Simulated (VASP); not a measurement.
Output of a VASP run:

**OUTCAR**
```
 ion  position               nearest neighbor table
   1  0.250  0.250  0.250-   3 2.55   3 2.55   3 2.55   3 2.55   2 2.75   2 2.96   2 2.96   2 2.96
                             2 2.96   2 3.15
   2  0.784  0.716  0.716-   3 2.44   3 2.44   3 2.67   3 2.67   1 2.75   1 2.96   1 2.96   1 2.96
                             1 2.96   1 3.15
   3  0.000  0.000  0.000-   2 2.44   2 2.44   1 2.55   1 2.55   1 2.55   1 2.55   2 2.67   2 2.67
  LATTYP: Found a face centered cubic cell.
 ALAT       =     5.8993277948
 Subroutine PRICEL returns:
 Original cell was already a primitive cell.
 Subroutine GETGRP returns: Found  4 space group operations
The static configuration has the point symmetry C_2v.
The dynamic configuration has the point symmetry C_2v.
 Subroutine INISYM returns: Found  4 space group operations
 Subroutine IBZKPT returns following result:
 Found     95 irreducible k-points:

 Following reciprocal coordinates:
            Coordinates               Weight
  0.000000  0.000000  0.000000      1.000000
  0.125000  0.000000  0.000000      4.000000
  0.000000  0.125000  0.000000      4.000000
  0.250000  0.000000  0.000000      4.000000
  0.000000  0.250000  0.000000      4.000000
  0.375000  0.000000  0.000000      4.000000
  0.000000  0.375000  0.000000      4.000000
  0.500000  0.000000  0.000000      2.000000
  0.000000  0.500000  0.000000      2.000000
  0.125000  0.125000  0.000000      4.000000
  0.000000  0.125000  0.125000      2.000000
  0.250000  0.125000  0.000000      8.000000
  0.000000  0.250000  0.125000      4.000000
  0.125000  0.000000  0.250000      8.000000
  0.125000 -0.125000 -0.125000      4.000000
  0.375000  0.125000  0.000000      8.000000
  0.000000  0.375000  0.125000      4.000000
  0.125000  0.000000  0.375000      8.000000
  0.250000 -0.125000 -0.125000      4.000000
  0.500000  0.125000  0.000000      8.000000
  0.000000  0.500000  0.125000      4.000000
  0.125000  0.000000  0.500000      8.000000
  0.375000 -0.125000 -0.125000      4.000000
 -0.375000  0.125000  0.000000      8.000000
  0.000000 -0.375000  0.125000      4.000000
  0.125000  0.000000 -0.375000      8.000000
  0.500000 -0.125000 -0.125000      4.000000
 -0.250000  0.125000  0.000000      8.000000
  0.000000 -0.250000  0.125000      4.000000
  0.125000  0.000000 -0.250000      8.000000
 -0.375000 -0.125000 -0.125000      4.000000
 -0.125000  0.125000  0.000000      8.000000
  0.000000 -0.125000  0.125000      2.000000
 -0.250000 -0.125000 -0.125000      2.000000
  0.250000  0.250000  0.000000      4.000000
  0.000000  0.250000  0.250000      2.000000
  0.375000  0.250000  0.000000      8.000000
  0.000000  0.375000  0.250000      4.000000
  0.250000  0.000000  0.375000      8.000000
  0.125000 -0.250000 -0.250000      4.000000
   k-points           NKPTS =     95   k-points in BZ     NKDIM =     95   number of bands    NBANDS=     12
   number of dos      NEDOS =    301   number of ions     NIONS =      3
   total plane-waves  NPLWV =  27000
   dimension x,y,z NGX =    30 NGY =   30 NGZ =   30
   dimension x,y,z NGXF=    60 NGYF=   60 NGZF=   60
   ions per type =               2   1
   PREC   = accura    normal or accurate (medium, high low for compatibility)
   ISTART =      0    job   : 0-new  1-cont  2-samecut
   ICHARG =      2    charge: 1-file 2-atom 10-const
   ISPIN  =      1    spin polarized calculation?
   LNONCOLLINEAR =      F non collinear calculations
   LSORBIT =      F    spin-orbit coupling
   INIWAV =      1    electr: 0-lowe 1-rand  2-diag
   ENCUT  =  480.0 eV  35.28 Ry    5.94 a.u.   7.45  7.45  7.45*2*pi/ulx,y,z
   NELM   =    100;   NELMIN=  2; NELMDL= -5     # of ELM steps
   EDIFF  = 0.1E-06   stopping-criterion for ELM
   LREAL  =      F    real-space projection
   NLSPLINE    = F    spline interpolate recip. space projectors
   LMAXMIX     =    6 max onsite mixed and CHGCAR
   VOSKOWN=      0    Vosko Wilk Nusair interpolation
   EDIFFG = 0.1E-05   stopping-criterion for IOM
...
```

File OSZICAR:
```
       N       E                     dE             d eps       ncg     rms          rms(c)
DAV:   1    -0.226455463411E+01   -0.22646E+01   -0.66831E+03  2320   0.110E+03
DAV:   2    -0.697147184815E+02   -0.67450E+02   -0.60137E+02  2676   0.191E+02
DAV:   3    -0.717097361135E+02   -0.19950E+01   -0.19480E+01  2896   0.323E+01
DAV:   4    -0.717285792771E+02   -0.18843E-01   -0.18835E-01  2696   0.364E+00
DAV:   5    -0.717288834164E+02   -0.30414E-03   -0.30413E-03  2888   0.498E-01    0.975E+00
DAV:   6    -0.677720188863E+02    0.39569E+01   -0.33949E+00  2620   0.198E+01    0.368E+00
DAV:   7    -0.676978843956E+02    0.74134E-01   -0.43116E-01  2544   0.660E+00    0.216E+00
DAV:   8    -0.677538386280E+02   -0.55954E-01   -0.95938E-02  2376   0.252E+00    0.535E-01
DAV:   9    -0.677466776628E+02    0.71610E-02   -0.29921E-02  2400   0.153E+00    0.166E-01
DAV:  10    -0.677592602648E+02   -0.12583E-01   -0.12107E-02  2376   0.936E-01    0.113E-01
DAV:  11    -0.677604428395E+02   -0.11826E-02   -0.10621E-03  2572   0.307E-01    0.420E-02
DAV:  12    -0.677603472448E+02    0.95595E-04   -0.40849E-04  2584   0.229E-01    0.173E-02
DAV:  13    -0.677606357412E+02   -0.28850E-03   -0.17327E-04  2444   0.158E-01    0.413E-03
DAV:  14    -0.677606391740E+02   -0.34328E-05   -0.11856E-05  2692   0.408E-02    0.153E-03
DAV:  15    -0.677606394185E+02   -0.24451E-06   -0.17349E-06  2584   0.140E-02    0.145E-03
DAV:  16    -0.677606397327E+02   -0.31421E-06   -0.17920E-07  2312   0.432E-03    0.430E-04
DAV:  17    -0.677606396853E+02    0.47493E-07   -0.56927E-08  1452   0.294E-03
   1 F= -.67760640E+02 E0= -.67760774E+02  d E =0.402321E-03
```

OUTCAR:
```
------------------------ aborting loop because EDIFF is reached ----------------------------------------
  FORCE on cell =-STRESS in cart. coord.  units (eV):
  Direction    XX          YY          ZZ          XY          YZ          ZX
  --------------------------------------------------------------------------------------
  Total        0.6418254      0.4154690      0.4154690      0.0000000     -1.6676631      0.0000000
  in kB       20.0345648     12.9688555     12.9688555      0.0000000    -52.0560619      0.0000000
  external PRESSURE =      15.3240919 kB  Pullay stress =       0.0000000 kB
  volume of cell :       51.33
      direct lattice vectors                 reciprocal lattice vectors
     0.000000000  2.949663897  2.949663897    -0.169510838  0.169510838  0.169510838
     2.949663897  0.000000000  2.949663897     0.169510838 -0.169510838  0.169510838
     2.949663897  2.949663897  0.000000000     0.169510838  0.169510838 -0.169510838
 POSITION                                       TOTAL-FORCE (eV/Angst)
 -----------------------------------------------------------------------------------
      1.47483      1.47483      1.47483        -0.456833      0.000000      0.000000
      4.22450      4.42450      4.42450         1.351616     -0.000000     -0.000000
      0.00000      0.00000      0.00000        -0.894782      0.000000      0.000000
 -----------------------------------------------------------------------------------
    total drift:                               -0.000574      0.000003      0.000003
  FREE ENERGIE OF THE ION-ELECTRON SYSTEM (eV)
  ---------------------------------------------------
  free  energy   TOTEN  =       -67.7606396853 eV

  energy  without entropy=      -67.7610420058  energy(sigma->0) =      -67.76077379
```
(Selected blocks of OUTCAR.)

POSCAR:
```
PtAl2
1
   -0.0000000000     2.9496638974     2.9496638974
    2.9496638974    -0.0000000000     2.9496638974
    2.9496638974     2.9496638974    -0.0000000000
Al Pt
2 1
Direct
  0.2500000000   0.2500000000   0.2500000000
  0.7839021677   0.7160978323   0.7160978323
  0.0000000000   0.0000000000   0.0000000000
```

Question: Write an INCAR and KPOINTS that could have produced this output.

Answer: This is not unique; one that fits is the input of the run itself, r2SCAN meta-GGA, plane waves, VASP's PBE PAW potentials (set 64).

KPOINTS:
```
Automatic mesh
0
Gamma
8 8 8
0 0 0
```

**INCAR**
```
ALGO  =  Normal
EDIFF  =  1E-7
ENCUT  =  480
ISIF  =  2
ISMEAR  =  1
LASPH  =  T
LCHARG  =  F
LMAXMIX  =  6
LMIXTAU  =  T
LREAL  =  F
LWAVE  =  F
METAGGA  =  R2SCAN
NELM  =  100
PREC  =  Accurate
SIGMA  =  0.1
SYSTEM  =  PtAl2
```

POTCAR, in this order: Al Pt (PBE.64 set). Program: vasp_std.

The compound is PtAl2 in the fluorite structure. This cell was strained or had an atom moved on purpose.
